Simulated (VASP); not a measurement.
These are r2SCAN meta-GGA, VASP's PBE PAW potentials (set 64) (plane waves; VASP 6.6.1) values and carry that method's errors.

VASP input:

**POSCAR**
```
Cl
1
    3.2469183090    -2.0489764924     0.0000000000
    3.2469183090     2.0489764924    -0.0000000000
    0.0000000000     0.0000000000     8.2930319114
Cl
4
Direct
  0.8818558737   0.1181441263   0.6054474580
  0.1181441263   0.8818558737   0.3945525420
  0.6181441263   0.3818558737   0.1054474580
  0.3818558737   0.6181441263   0.8945525420
```

**INCAR**
```
ALGO = Normal
LORBIT = 11   ! lm-projected
LREAL = F   ! projection in real space or not
ISMEAR = -5   ! tetrahedra, Bloechl
LCHARG = F
SYSTEM = Cl
EDIFF = 1E-7
METAGGA = R2SCAN
ENCUT = 400   ! plane-wave cut-off (eV)
LASPH = T   ! aspherical one-centre terms
LEFG = T
LMIXTAU = T
PREC = Accurate
LWAVE = F
NELM = 100
NEDOS = 601
ISIF = 2
```

File KPOINTS_OPT:
```
k-points along high-symmetry lines
5
Line-mode
Reciprocal
  0.000000   0.000000   0.000000 ! GAMMA
  0.500000   0.500000   0.000000 ! Y

  0.500000   0.500000   0.000000 ! Y
  0.349324   0.650676   0.000000 ! F_0

 -0.349324   0.349324   0.000000 ! DELTA_0
  0.000000   0.000000   0.000000 ! GAMMA

  0.000000   0.000000   0.000000 ! GAMMA
  0.000000   0.000000   0.500000 ! Z

  0.000000   0.000000   0.500000 ! Z
 -0.349324   0.349324   0.500000 ! B_0

  0.349324   0.650676   0.500000 ! G_0
  0.500000   0.500000   0.500000 ! T

  0.500000   0.500000   0.500000 ! T
  0.500000   0.500000   0.000000 ! Y

  0.000000   0.000000   0.000000 ! GAMMA
  0.000000   0.500000   0.000000 ! S

  0.000000   0.500000   0.000000 ! S
  0.000000   0.500000   0.500000 ! R

  0.000000   0.500000   0.500000 ! R
  0.000000   0.000000   0.500000 ! Z

  0.000000   0.000000   0.500000 ! Z
  0.500000   0.500000   0.500000 ! T
```

**KPOINTS**
```
Automatic
0
G
  7 7 3
0 0 0
```

POTCAR, in this order: Cl (PBE.64 set). Program: vasp_std.

The resulting files:

File OUTCAR:
```
 ion  position               nearest neighbor table
   1  0.882  0.118  0.605-   2 2.00
   2  0.118  0.882  0.395-   1 2.00
   3  0.618  0.382  0.105-   4 2.00
   4  0.382  0.618  0.895-   3 2.00
  LATTYP: Found a base centered orthorhombic cell.
 ALAT       =     4.0979529848
 B/A-ratio  =     1.5846537630
 C/A-ratio  =     2.0237010874
 Subroutine PRICEL returns:
 Original cell was already a primitive cell.
 Subroutine GETGRP returns: Found  8 space group operations
The static configuration has the point symmetry C_2h.
 The point group associated with its full space group is D_2h.
The dynamic configuration has the point symmetry C_2h.
 Subroutine INISYM returns: Found  8 space group operations
 Subroutine IBZKPT returns following result:
 Found     32 irreducible k-points:

 Following reciprocal coordinates:
            Coordinates               Weight
  0.000000  0.000000  0.000000      1.000000
  0.142857  0.000000  0.000000      4.000000
  0.285714  0.000000  0.000000      4.000000
  0.428571  0.000000  0.000000      4.000000
  0.142857  0.142857  0.000000      2.000000
  0.285714  0.142857  0.000000      4.000000
  0.428571  0.142857  0.000000      4.000000
 -0.428571  0.142857  0.000000      4.000000
 -0.285714  0.142857  0.000000      4.000000
 -0.142857  0.142857  0.000000      2.000000
  0.285714  0.285714  0.000000      2.000000
  0.428571  0.285714  0.000000      4.000000
 -0.428571  0.285714  0.000000      4.000000
 -0.285714  0.285714  0.000000      2.000000
  0.428571  0.428571  0.000000      2.000000
 -0.428571  0.428571  0.000000      2.000000
  0.000000  0.000000  0.333333      2.000000
  0.142857  0.000000  0.333333      8.000000
  0.285714  0.000000  0.333333      8.000000
  0.428571  0.000000  0.333333      8.000000
  0.142857  0.142857  0.333333      4.000000
  0.285714  0.142857  0.333333      8.000000
  0.428571  0.142857  0.333333      8.000000
 -0.428571  0.142857  0.333333      8.000000
 -0.285714  0.142857  0.333333      8.000000
 -0.142857  0.142857  0.333333      4.000000
  0.285714  0.285714  0.333333      4.000000
  0.428571  0.285714  0.333333      8.000000
 -0.428571  0.285714  0.333333      8.000000
 -0.285714  0.285714  0.333333      4.000000
  0.428571  0.428571  0.333333      4.000000
 -0.428571  0.428571  0.333333      4.000000
   k-points           NKPTS =     32   k-points in BZ     NKDIM =     32   number of bands    NBANDS=     18
   number of dos      NEDOS =    601   number of ions     NIONS =      4
   total plane-waves  NPLWV =  42336
   dimension x,y,z NGX =    28 NGY =   28 NGZ =   54
   dimension x,y,z NGXF=    56 NGYF=   56 NGZF=  108
   ions per type =               4
   PREC   = accura    normal or accurate (medium, high low for compatibility)
   ISTART =      0    job   : 0-new  1-cont  2-samecut
   ICHARG =      2    charge: 1-file 2-atom 10-const
   ISPIN  =      1    spin polarized calculation?
   LNONCOLLINEAR =      F non collinear calculations
   LSORBIT =      F    spin-orbit coupling
   INIWAV =      1    electr: 0-lowe 1-rand  2-diag
   ENCUT  =  400.0 eV  29.40 Ry    5.42 a.u.   6.26  6.26 13.52*2*pi/ulx,y,z
   NELM   =    100;   NELMIN=  2; NELMDL= -5     # of ELM steps
   EDIFF  = 0.1E-06   stopping-criterion for ELM
   LREAL  =      F    real-space projection
   NLSPLINE    = F    spline interpolate recip. space projectors
   LMAXMIX     =    2 max onsite mixed and CHGCAR
   VOSKOWN=      0    Vosko Wilk Nusair interpolation
   EDIFFG = 0.1E-05   stopping-criterion for IOM
   NSW    =      0    number of steps for IOM
...
```

OSZICAR:
```
       N       E                     dE             d eps       ncg     rms          rms(c)
DAV:   1     0.161343784716E+03    0.16134E+03   -0.11278E+04  1152   0.110E+03
DAV:   2    -0.202976806683E+02   -0.18164E+03   -0.17912E+03  1658   0.232E+02
DAV:   3    -0.324247394121E+02   -0.12127E+02   -0.12101E+02  1404   0.733E+01
DAV:   4    -0.325636372488E+02   -0.13890E+00   -0.13881E+00  1440   0.906E+00
DAV:   5    -0.325655899438E+02   -0.19527E-02   -0.19525E-02  1406   0.107E+00    0.168E+01
DAV:   6    -0.285590534203E+02    0.40065E+01   -0.74806E-01  1220   0.859E+00    0.113E+01
DAV:   7    -0.197142261680E+02    0.88448E+01   -0.53193E+00  1202   0.150E+01    0.448E+00
DAV:   8    -0.232233487412E+02   -0.35091E+01   -0.98261E-01  1188   0.750E+00    0.164E+00
DAV:   9    -0.255628867789E+02   -0.23395E+01   -0.16085E+00  1196   0.808E+00    0.108E+00
DAV:  10    -0.245498790453E+02    0.10130E+01   -0.51719E-01  1318   0.593E+00    0.564E-01
DAV:  11    -0.245485617189E+02    0.13173E-02   -0.49316E-03  1448   0.555E-01    0.389E-01
DAV:  12    -0.245931694864E+02   -0.44608E-01   -0.25465E-02  1166   0.188E+00    0.272E-01
DAV:  13    -0.245889753980E+02    0.41941E-02   -0.48493E-03  1178   0.765E-01    0.176E-01
DAV:  14    -0.245944036498E+02   -0.54283E-02   -0.39052E-03  1182   0.619E-01    0.861E-02
DAV:  15    -0.245952190461E+02   -0.81540E-03   -0.12010E-04  1284   0.116E-01    0.711E-02
DAV:  16    -0.245954793446E+02   -0.26030E-03   -0.25899E-04  1172   0.183E-01    0.449E-02
DAV:  17    -0.245954767321E+02    0.26125E-05   -0.23962E-05  1262   0.495E-02    0.245E-02
DAV:  18    -0.245955158874E+02   -0.39155E-04   -0.42619E-06  1196   0.224E-02    0.166E-02
DAV:  19    -0.245955277308E+02   -0.11843E-04   -0.44037E-06  1188   0.196E-02    0.669E-03
DAV:  20    -0.245955536859E+02   -0.25955E-04   -0.89621E-06  1172   0.326E-02    0.332E-03
DAV:  21    -0.245955537735E+02   -0.87624E-07   -0.97872E-07  1416   0.834E-03
   1 F= -.24595554E+02 E0= -.24595554E+02  d E =0.000000E+00
       N       E                     dE             ncg
       N       E                     dE             ncg
```

### OUTCAR
```
------------------------ aborting loop because EDIFF is reached ----------------------------------------
  FORCE on cell =-STRESS in cart. coord.  units (eV):
  Direction    XX          YY          ZZ          XY          YZ          ZX
  --------------------------------------------------------------------------------------
  Total       -0.0148175      0.0160293     -0.0106909      0.0000000     -0.0000000      0.0000000
  in kB       -0.2151468      0.2327411     -0.1552290      0.0000000     -0.0000000      0.0000000
  external PRESSURE =      -0.0458782 kB  Pullay stress =       0.0000000 kB
  volume of cell :      110.34
      direct lattice vectors                 reciprocal lattice vectors
     3.246918309 -2.048976492  0.000000000     0.153992171 -0.244024274  0.000000000
     3.246918309  2.048976492  0.000000000     0.153992171  0.244024274  0.000000000
     0.000000000  0.000000000  8.293031911     0.000000000  0.000000000  0.120583161
 POSITION                                       TOTAL-FORCE (eV/Angst)
 -----------------------------------------------------------------------------------
      3.24692     -1.56483      5.02100         0.000000     -0.000873     -0.000780
      3.24692      1.56483      3.27204         0.000000      0.000873      0.000780
      3.24692     -0.48415      0.87448         0.000000      0.000873     -0.000780
      3.24692      0.48415      7.41855         0.000000     -0.000873      0.000780
 -----------------------------------------------------------------------------------
    total drift:                                0.000000     -0.000000      0.000000
  FREE ENERGIE OF THE ION-ELECTRON SYSTEM (eV)
  ---------------------------------------------------
  free  energy   TOTEN  =       -24.5955537735 eV

  energy  without entropy=      -24.5955537735  energy(sigma->0) =      -24.59555377

 total charge

# of ion       s       p       d       tot
------------------------------------------
    1        1.631   3.393   0.000   5.024
    2        1.631   3.393   0.000   5.024
    3        1.631   3.393   0.000   5.024
    4        1.631   3.393   0.000   5.024
--------------------------------------------------
tot          6.524  13.572   0.000  20.096
```
(Selected blocks of OUTCAR.)

OUTCAR:
```
 val. band max:       -0.5013482442   @ k =   0.0000   0.0000   0.0000

 cond. band min:       2.1929134561   @ k =   0.0000   0.0000   0.0000


 Fermi energy:        -0.4997211016

 k-point     1 :       0.0000    0.0000    0.0000
  band No.  band energies     occupation
      1     -18.1390      2.00000
      2     -17.8599      2.00000
      3     -13.9498      2.00000
      4     -13.1166      2.00000
      5      -6.4093      2.00000
      6      -5.0787      2.00000
      7      -3.3104      2.00000
      8      -3.2061      2.00000
      9      -3.0641      2.00000
     10      -2.9480      2.00000
     11      -1.3682      2.00000
     12      -0.8705      2.00000
     13      -0.6406      2.00000
     14      -0.5013      2.00000
     15       2.1929      0.00000
     16       3.1755      0.00000
     17       6.9129      0.00000
     18       7.1563      0.00000

 k-point     2 :       0.1429    0.0000    0.0000
  band No.  band energies     occupation
      1     -18.0938      2.00000
      2     -17.8398      2.00000
      3     -13.9052      2.00000
      4     -13.1571      2.00000
      5      -6.3870      2.00000
      6      -5.1666      2.00000
      7      -3.5598      2.00000
      8      -3.4200      2.00000
      9      -3.1500      2.00000
     10      -3.0607      2.00000
     11      -1.2419      2.00000
     12      -0.8343      2.00000
     13      -0.7032      2.00000
     14      -0.5915      2.00000
     15       2.2471      0.00000
     16       3.1191      0.00000
     17       7.3353      0.00000
     18       7.5334      0.00000

 k-point     3 :       0.2857    0.0000    0.0000
  band No.  band energies     occupation
      1     -17.9814      2.00000
      2     -17.8017      2.00000
      3     -13.7849      2.00000
      4     -13.2721      2.00000
      5      -6.3157      2.00000
      6      -5.4415      2.00000
      7      -3.9895      2.00000
      8      -3.8291      2.00000
      9      -3.2675      2.00000
...
```

The structure comes from a computed database's Cl entry (Cmce); how it stands against other phases isn't given here. It was relaxed first.
